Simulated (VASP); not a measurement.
Computed with PBE GGA with spin-orbit coupling, VASP's PBE PAW potentials (set 64) (plane waves; VASP).

VASP input:

### INCAR
```
! general
SYSTEM        = Ho
PREC          = Accurate
ENCUT         = 300
LREAL         = F
LASPH         = T

! electronic loop
EDIFF         = 1E-6
NELM          = 100
ALGO          = Normal
LMAXMIX       = 6

! smearing
ISMEAR        = -1
SIGMA         = 0.1

! functional
GGA           = PE
GGA_COMPAT    = F

! spin
MAGMOM        = 2*0.0 4.0 2*0.0 4.0 2*0.0 4.0 2*0.0 4.0
LSORBIT       = T
LNONCOLLINEAR = T

! ions
ISIF          = 2

! output
LWAVE         = F
LCHARG        = F
LORBIT        = 11
```

File KPOINTS:
```
Automatic mesh
0
Gamma
7 7 2
0 0 0
```

POSCAR:
```
Ho
11.3111760
  0.3107996905   0.0000000000   0.0000000000
 -0.1553998453   0.2691603419   0.0000000000
  0.0000000000   0.0000000000   1.0000000000
Ho
4
Direct
  0.0000000000   0.0000000000   0.0000000000
  0.0000000000   0.0000000000   0.5000000000
  0.3333330000   0.6666670000   0.2500000000
  0.6666670000   0.3333330000   0.7500000000
```

POTCAR, in this order: Ho (PBE.64 set). Program: vasp_ncl.

Output

File OSZICAR:
```
...
DAV:  12    -0.397622604146E+02    0.16442E+02   -0.58701E+01  5868   0.890E+01    0.758E+01
DAV:  13    -0.417058826739E+02   -0.19436E+01   -0.35499E+01  5916   0.101E+02    0.122E+02
DAV:  14    -0.379006225907E+02    0.38053E+01   -0.14809E+01  7460   0.330E+01    0.100E+02
DAV:  15    -0.365059842683E+02    0.13946E+01   -0.39780E+00  7928   0.138E+01    0.964E+01
DAV:  16    -0.353733260034E+02    0.11327E+01   -0.23663E+00  7840   0.629E+00    0.102E+02
DAV:  17    -0.351525616819E+02    0.22076E+00   -0.37941E-01  7616   0.294E+00    0.101E+02
DAV:  18    -0.357990956312E+02   -0.64653E+00   -0.20558E-01  6888   0.301E+00    0.102E+02
DAV:  19    -0.356467798405E+02    0.15232E+00   -0.79740E-02  6832   0.247E+00    0.103E+02
DAV:  20    -0.357192926293E+02   -0.72513E-01   -0.67064E-02  6572   0.256E+00    0.103E+02
DAV:  21    -0.356763493012E+02    0.42943E-01   -0.10625E-01  6476   0.575E+00    0.104E+02
DAV:  22    -0.344929541095E+02    0.11834E+01   -0.39312E-01  5804   0.117E+01    0.979E+01
DAV:  23    -0.315719130650E+02    0.29210E+01   -0.47535E+00  5616   0.381E+01    0.891E+01
DAV:  24    -0.293215579035E+02    0.22504E+01   -0.24331E+00  6736   0.176E+01    0.733E+01
DAV:  25    -0.281769314964E+02    0.11446E+01   -0.21475E+00  7400   0.119E+01    0.610E+01
DAV:  26    -0.274454272208E+02    0.73150E+00   -0.21367E+00  6808   0.145E+01    0.567E+01
DAV:  27    -0.285291624956E+02   -0.10837E+01   -0.63568E-01  7148   0.901E+00    0.470E+01
DAV:  28    -0.286352101518E+02   -0.10605E+00   -0.10023E+00  6212   0.788E+00    0.342E+01
DAV:  29    -0.291616178090E+02   -0.52641E+00   -0.44677E-01  6928   0.691E+00    0.279E+01
DAV:  30    -0.295681654159E+02   -0.40655E+00   -0.29121E-01  7084   0.795E+00    0.243E+01
DAV:  31    -0.298925865296E+02   -0.32442E+00   -0.37587E-01  6908   0.991E+00    0.202E+01
DAV:  32    -0.300221950672E+02   -0.12961E+00   -0.31190E-01  7176   0.504E+00    0.218E+01
DAV:  33    -0.300670641070E+02   -0.44869E-01   -0.84522E-02  7244   0.308E+00    0.213E+01
DAV:  34    -0.300838620010E+02   -0.16798E-01   -0.25153E-02  7704   0.306E+00    0.198E+01
DAV:  35    -0.300601299938E+02    0.23732E-01   -0.84803E-02  7064   0.644E+00    0.167E+01
DAV:  36    -0.300654206852E+02   -0.52907E-02   -0.95953E-02  7688   0.302E+00    0.154E+01
DAV:  37    -0.300595336149E+02    0.58871E-02   -0.57115E-02  6968   0.292E+00    0.142E+01
DAV:  38    -0.300488842030E+02    0.10649E-01   -0.24399E-02  7888   0.222E+00    0.134E+01
DAV:  39    -0.300521786036E+02   -0.32944E-02   -0.13138E-02  7924   0.150E+00    0.130E+01
DAV:  40    -0.300611031365E+02   -0.89245E-02   -0.21403E-02  7356   0.259E+00    0.124E+01
DAV:  41    -0.300651298480E+02   -0.40267E-02   -0.18614E-02  6280   0.319E+00    0.117E+01
DAV:  42    -0.300581946658E+02    0.69352E-02   -0.18071E-02  5984   0.340E+00    0.107E+01
DAV:  43    -0.300504939802E+02    0.77007E-02   -0.10247E-02  6380   0.268E+00    0.100E+01
DAV:  44    -0.300575016223E+02   -0.70076E-02   -0.13843E-02  6688   0.251E+00    0.924E+00
DAV:  45    -0.300605841093E+02   -0.30825E-02   -0.10640E-02  7184   0.756E-01    0.914E+00
DAV:  46    -0.300618451013E+02   -0.12610E-02   -0.84053E-03  7256   0.349E-01    0.924E+00
DAV:  47    -0.300615451136E+02    0.29999E-03   -0.90863E-04  7200   0.168E-01    0.928E+00
DAV:  48    -0.300624117607E+02   -0.86665E-03   -0.24658E-04  6804   0.286E-01    0.928E+00
DAV:  49    -0.300593780987E+02    0.30337E-02   -0.14424E-03  6876   0.713E-01    0.923E+00
DAV:  50    -0.300564517293E+02    0.29264E-02   -0.27222E-03  6700   0.933E-01    0.892E+00
DAV:  51    -0.300585856779E+02   -0.21339E-02   -0.17646E-01  5860   0.753E+00    0.105E+01
DAV:  52    -0.300673713554E+02   -0.87857E-02   -0.19596E-02  6176   0.258E+00    0.919E+00
DAV:  53    -0.300715590078E+02   -0.41877E-02   -0.66897E-03  7168   0.117E+00    0.860E+00
DAV:  54    -0.300719911064E+02   -0.43210E-03   -0.42527E-03  6896   0.730E-01    0.820E+00
DAV:  55    -0.300695811560E+02    0.24100E-02   -0.26527E-03  7172   0.858E-01    0.747E+00
DAV:  56    -0.300582071420E+02    0.11374E-01   -0.28702E-02  6424   0.350E+00    0.684E+00
DAV:  57    -0.300662094346E+02   -0.80023E-02   -0.20819E-02  6700   0.173E+00    0.558E+00
DAV:  58    -0.300748640272E+02   -0.86546E-02   -0.15064E-02  6236   0.207E+00    0.472E+00
DAV:  59    -0.300773645450E+02   -0.25005E-02   -0.14598E-02  5700   0.234E+00    0.318E+00
DAV:  60    -0.300799523431E+02   -0.25878E-02   -0.82760E-03  6312   0.211E+00    0.199E+00
DAV:  61    -0.300678340010E+02    0.12118E-01   -0.29580E-02  6220   0.342E+00    0.201E+00
DAV:  62    -0.300821420895E+02   -0.14308E-01   -0.25321E-02  6136   0.226E+00    0.708E-01
DAV:  63    -0.300890142717E+02   -0.68722E-02   -0.21025E-02  6960   0.171E+00    0.172E+00
DAV:  64    -0.300888194725E+02    0.19480E-03   -0.30405E-03  6824   0.738E-01    0.168E+00
DAV:  65    -0.300887459200E+02    0.73552E-04   -0.59620E-04  7356   0.431E-01    0.168E+00
DAV:  66    -0.300849412461E+02    0.38047E-02   -0.10037E-02  5660   0.166E+00    0.553E-01
DAV:  67    -0.300862634456E+02   -0.13222E-02   -0.27322E-03  7140   0.646E-01    0.839E-01
DAV:  68    -0.300871037026E+02   -0.84026E-03   -0.10351E-03  6420   0.432E-01    0.677E-01
DAV:  69    -0.300871125798E+02   -0.88772E-05   -0.32765E-04  6720   0.386E-01    0.437E-01
DAV:  70    -0.300871287556E+02   -0.16176E-04   -0.46298E-04  6544   0.359E-01    0.270E-01
DAV:  71    -0.300873438922E+02   -0.21514E-03   -0.23028E-04  6924   0.287E-01    0.255E-01
DAV:  72    -0.300873814657E+02   -0.37574E-04   -0.17732E-04  6924   0.226E-01    0.160E-01
DAV:  73    -0.300874250418E+02   -0.43576E-04   -0.14569E-04  7804   0.940E-02    0.170E-01
DAV:  74    -0.300874448779E+02   -0.19836E-04   -0.35523E-05  6692   0.616E-02    0.150E-01
DAV:  75    -0.300874740300E+02   -0.29152E-04   -0.15074E-05  6540   0.683E-02    0.127E-01
DAV:  76    -0.300875690545E+02   -0.95025E-04   -0.40394E-05  7316   0.200E-01    0.106E-01
DAV:  77    -0.300876276793E+02   -0.58625E-04   -0.13613E-05  7020   0.125E-01    0.106E-01
DAV:  78    -0.300876870952E+02   -0.59416E-04   -0.90993E-06  5484   0.133E-01    0.947E-02
DAV:  79    -0.300877568051E+02   -0.69710E-04   -0.10329E-05  5220   0.149E-01    0.813E-02
DAV:  80    -0.300877879936E+02   -0.31189E-04   -0.16342E-05  6544   0.725E-02    0.785E-02
DAV:  81    -0.300877584132E+02    0.29580E-04   -0.39855E-05  6292   0.451E-02    0.861E-02
DAV:  82    -0.300877669180E+02   -0.85048E-05   -0.11669E-05  5556   0.188E-02    0.919E-02
DAV:  83    -0.300877695103E+02   -0.25923E-05   -0.38076E-07  2892   0.778E-03    0.919E-02
DAV:  84    -0.300877245799E+02    0.44930E-04   -0.28242E-06  4848   0.541E-02    0.952E-02
DAV:  85    -0.300877270654E+02   -0.24855E-05   -0.23176E-07  2160   0.177E-02    0.957E-02
DAV:  86    -0.300876475347E+02    0.79531E-04   -0.34586E-06  4204   0.101E-01    0.102E-01
DAV:  87    -0.300876061973E+02    0.41337E-04   -0.22833E-06  3780   0.877E-02    0.103E-01
DAV:  88    -0.300874539455E+02    0.15225E-03   -0.12405E-05  5176   0.192E-01    0.111E-01
DAV:  89    -0.300876147241E+02   -0.16078E-03   -0.11000E-05  5640   0.741E-02    0.104E-01
DAV:  90    -0.300877580171E+02   -0.14329E-03   -0.37472E-05  6140   0.272E-01    0.938E-02
DAV:  91    -0.300872075589E+02    0.55046E-03   -0.53136E-04  5700   0.117E+00    0.160E-01
DAV:  92    -0.300884061990E+02   -0.11986E-02   -0.18036E-04  5664   0.119E-01    0.680E-02
DAV:  93    -0.300885160102E+02   -0.10981E-03   -0.13245E-05  6428   0.134E-01    0.507E-02
DAV:  94    -0.300885931735E+02   -0.77163E-04   -0.63121E-06  5176   0.120E-01    0.430E-02
DAV:  95    -0.300886942605E+02   -0.10109E-03   -0.66111E-06  4232   0.150E-01    0.440E-02
DAV:  96    -0.300888660599E+02   -0.17180E-03   -0.22432E-05  4912   0.273E-01    0.554E-02
DAV:  97    -0.300889625472E+02   -0.96487E-04   -0.22171E-05  6524   0.116E-01    0.432E-02
DAV:  98    -0.300889562384E+02    0.63088E-05   -0.23655E-05  6424   0.283E-02    0.363E-02
DAV:  99    -0.300889531058E+02    0.31326E-05   -0.38549E-06  5252   0.130E-02    0.362E-02
DAV: 100    -0.300889541987E+02   -0.10930E-05   -0.24430E-06  4796   0.782E-03
   1 F= -.30088954E+02 E0= -.29819272E+02  d E =-.539364E+00  mag=    -0.0000    -0.0000    14.4209
```

OUTCAR:
```
------------------------ aborting loop EDIFF was not reached (unconverged)  ----------------------------
  FORCE on cell =-STRESS in cart. coord.  units (eV):
  Direction    XX          YY          ZZ          XY          YZ          ZX
  --------------------------------------------------------------------------------------
  Total        1.8196018      1.8196007      2.0869393      0.0074079      0.0000000      0.0000000
  in kB       24.0808616     24.0808463     27.6188429      0.0980374      0.0000000      0.0000000
  external PRESSURE =      25.2601836 kB  Pullay stress =       0.0000000 kB
  volume of cell :      121.06
      direct lattice vectors                 reciprocal lattice vectors
     3.515510000  0.000000000  0.000000000     0.284453749  0.164229501  0.000000000
    -1.757755000  3.044520000  0.000000000     0.000000000  0.328459002  0.000000000
     0.000000000  0.000000000 11.311176000     0.000000000  0.000000000  0.088408137
 POSITION                                       TOTAL-FORCE (eV/Angst)
 -----------------------------------------------------------------------------------
      0.00000      0.00000      0.00000         0.000000      0.000000      0.000000
      0.00000      0.00000      5.65559         0.000000      0.000000      0.000000
     -0.00000      2.02968      2.82779         0.000000     -0.000000     -0.000000
      1.75776      1.01484      8.48338        -0.000000      0.000000      0.000000
 -----------------------------------------------------------------------------------
    total drift:                                0.000000     -0.000000      0.000000
  FREE ENERGIE OF THE ION-ELECTRON SYSTEM (eV)
  ---------------------------------------------------
  free  energy   TOTEN  =       -30.0889541987 eV

  energy  without entropy=      -29.5495901660  energy(sigma->0) =      -29.81927218

 total charge

# of ion       s       p       d       f       tot
--------------------------------------------------
    1        2.123   5.727   0.445  10.310  18.605
    2        2.123   5.727   0.445  10.310  18.605
    3        2.127   5.727   0.451  10.287  18.591
    4        2.127   5.727   0.451  10.287  18.591
--------------------------------------------------
tot          8.500  22.907   1.791  41.193  74.391

 magnetization (x)

# of ion       s       p       d       f       tot
--------------------------------------------------
    1        0.000   0.000  -0.000  -0.000  -0.000
    2       -0.000  -0.000   0.000   0.000   0.000
    3        0.000   0.000   0.000   0.000   0.000
    4        0.000  -0.000   0.000   0.000   0.000
--------------------------------------------------
tot          0.000  -0.000   0.000  -0.000   0.000

 magnetization (y)

# of ion       s       p       d       f       tot
--------------------------------------------------
    1        0.000  -0.000  -0.000  -0.000  -0.000
    2       -0.000   0.000   0.000   0.000   0.000
    3        0.000   0.000   0.000   0.000   0.000
    4        0.000   0.000   0.000   0.000   0.000
--------------------------------------------------
tot          0.000   0.000  -0.000  -0.000  -0.000

 magnetization (z)

# of ion       s       p       d       f       tot
--------------------------------------------------
    1        0.005  -0.014   0.073   3.352   3.415
    2        0.005  -0.014   0.073   3.352   3.415
    3        0.004  -0.012   0.069   3.385   3.446
    4        0.004  -0.012   0.069   3.385   3.446
--------------------------------------------------
tot          0.018  -0.052   0.283  13.474  13.723

 Ion:    1  E_soc:     -2.0312489

 Ion:    2  E_soc:     -2.0312489

 Ion:    3  E_soc:     -2.0542437

 Ion:    4  E_soc:     -2.0542437
```
(Selected blocks of OUTCAR.)

File stdout:
```
...
DAV:  81    -0.300877584132E+02    0.29580E-04   -0.39855E-05  6292   0.451E-02    0.861E-02
DAV:  82    -0.300877669180E+02   -0.85048E-05   -0.11669E-05  5556   0.188E-02    0.919E-02
DAV:  83    -0.300877695103E+02   -0.25923E-05   -0.38076E-07  2892   0.778E-03    0.919E-02
DAV:  84    -0.300877245799E+02    0.44930E-04   -0.28242E-06  4848   0.541E-02    0.952E-02
DAV:  85    -0.300877270654E+02   -0.24855E-05   -0.23176E-07  2160   0.177E-02    0.957E-02
DAV:  86    -0.300876475347E+02    0.79531E-04   -0.34586E-06  4204   0.101E-01    0.102E-01
DAV:  87    -0.300876061973E+02    0.41337E-04   -0.22833E-06  3780   0.877E-02    0.103E-01
DAV:  88    -0.300874539455E+02    0.15225E-03   -0.12405E-05  5176   0.192E-01    0.111E-01
DAV:  89    -0.300876147241E+02   -0.16078E-03   -0.11000E-05  5640   0.741E-02    0.104E-01
DAV:  90    -0.300877580171E+02   -0.14329E-03   -0.37472E-05  6140   0.272E-01    0.938E-02
DAV:  91    -0.300872075589E+02    0.55046E-03   -0.53136E-04  5700   0.117E+00    0.160E-01
DAV:  92    -0.300884061990E+02   -0.11986E-02   -0.18036E-04  5664   0.119E-01    0.680E-02
DAV:  93    -0.300885160102E+02   -0.10981E-03   -0.13245E-05  6428   0.134E-01    0.507E-02
DAV:  94    -0.300885931735E+02   -0.77163E-04   -0.63121E-06  5176   0.120E-01    0.430E-02
DAV:  95    -0.300886942605E+02   -0.10109E-03   -0.66111E-06  4232   0.150E-01    0.440E-02
DAV:  96    -0.300888660599E+02   -0.17180E-03   -0.22432E-05  4912   0.273E-01    0.554E-02
DAV:  97    -0.300889625472E+02   -0.96487E-04   -0.22171E-05  6524   0.116E-01    0.432E-02
DAV:  98    -0.300889562384E+02    0.63088E-05   -0.23655E-05  6424   0.283E-02    0.363E-02
DAV:  99    -0.300889531058E+02    0.31326E-05   -0.38549E-06  5252   0.130E-02    0.362E-02
DAV: 100    -0.300889541987E+02   -0.10930E-05   -0.24430E-06  4796   0.782E-03

 -----------------------------------------------------------------------------
|                                                                             |
|           W    W    AA    RRRRR   N    N  II  N    N   GGGG   !!!           |
|           W    W   A  A   R    R  NN   N  II  NN   N  G    G  !!!           |
|           W    W  A    A  R    R  N N  N  II  N N  N  G       !!!           |
|           W WW W  AAAAAA  RRRRR   N  N N  II  N  N N  G  GGG   !            |
|           WW  WW  A    A  R   R   N   NN  II  N   NN  G    G                |
|           W    W  A    A  R    R  N    N  II  N    N   GGGG   !!!           |
|                                                                             |
|     The electronic self-consistency was not achieved in the given           |
|     number of steps (NELM). The forces and other quantities evaluated       |
|     might not be reliable so examine the results carefully. If you find     |
|     spurious results, we suggest increasing NELM, if you were close to      |
|     convergence or switching to a different ALGO or adjusting the           |
|     density mixing parameters otherwise.                                    |
|                                                                             |
 -----------------------------------------------------------------------------

   1 F= -.30088954E+02 E0= -.29819272E+02  d E =-.539364E+00  mag=    -0.0000    -0.0000    14.4209
```

Convergence was not reached.

At this cut-off the stress carries a Pulay error, which pulls relaxed volumes low.

The structure was generated: Ho was put into an ordered model structure, which need not be its known phase. The cell was not relaxed at this level. The run is one of a series of settings (GGA_COMPAT = .FALSE., ISPIN removed, LNONCOLLINEAR = .TRUE., LSORBIT = .TRUE., MAGMOM = 0.0 0.0 4.0 0.0 0.0 4.0 0.0 0.0 4.0 0.0 0.0 4.0, program vasp_ncl against the base run), some of them coarse on purpose.
